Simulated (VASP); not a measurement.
A run of VASP 6.6.1 is set up as follows.

The input INCAR:

```
SYSTEM = Cd2CuO3
PREC     = Normal         ! precision mode
ENCUT    = 520            ! plane-wave cutoff, eV
EDIFF    = 1E-4           ! SCF threshold, eV
ISMEAR   = 0              ! smearing method
SIGMA    = 0.15           ! smearing width, eV
LREAL    = .False.        ! projectors in reciprocal space
LASPH    = .True.         ! aspherical terms in the spheres
NELM     = 60             ! most SCF steps
ALGO     = Fast           ! electronic algorithm
ISIF     = 3              ! what is computed and relaxed
LWAVE    = .False.        ! write WAVECAR
LCHARG   = .False.        ! write CHGCAR
GGA      = PE             ! functional
IBRION   = 2              ! ionic algorithm
NSW      = 24             ! ionic steps
EDIFFG   = -0.08          ! ionic threshold
```

KPOINTS

```
Automatic mesh
0
Gamma
  6 6 6
  0 0 0
```

File POSCAR:

```
Cd2CuO3
1.0
   -1.7050000000      1.7050000000      7.2300000000
    1.7050000000     -1.7050000000      7.2300000000
    1.7050000000      1.7050000000     -7.2300000000
Cd Cu O
2 1 3
Direct
    0.3330000000      0.3330000000      0.0000000000
    0.6670000000      0.6670000000      0.0000000000
    0.0000000000      0.0000000000      0.0000000000
    0.1600000000      0.1600000000      0.0000000000
    0.8400000000      0.8400000000      0.0000000000
    0.5000000000      0.5000000000      0.0000000000
```

Potentials or basis: VASP PAW PBE potentials, release 64 (Cd, Cu, O).

Run with:

```console
$ cat potpaw_PBE.64/Cd/POTCAR potpaw_PBE.64/Cu/POTCAR potpaw_PBE.64/O/POTCAR > POTCAR
$ mpirun -np 1 vasp_std > vasp.out
```

(1) Estimate the space group after relaxing (to 0.05 Å).

(2) Predict the relaxed cell.

(3) What does it give for the band gap on the k mesh?

(4) Predict the relaxed volume.

Results:

(1) I4/mmm (No. 139).

(2) a = 7.159 Å, b = 7.159 Å, c = 7.159 Å, α = 153.17°, β = 153.17°, γ = 38.31°.

(3) none (metal or under the smearing width).

(4) 12.44 Å³/atom.

Caveat: the k mesh is coarse (spacing up to 0.43 Å⁻¹), so the values aren't converged; an odd number of electrons without spin polarisation forces a metal; a magnetic or distorted state may lie lower; the run has no spin polarisation, though such a crystal can be magnetic; semilocal functionals often make such compounds metallic where correlation or magnetic order opens a gap, which also shifts bond lengths.
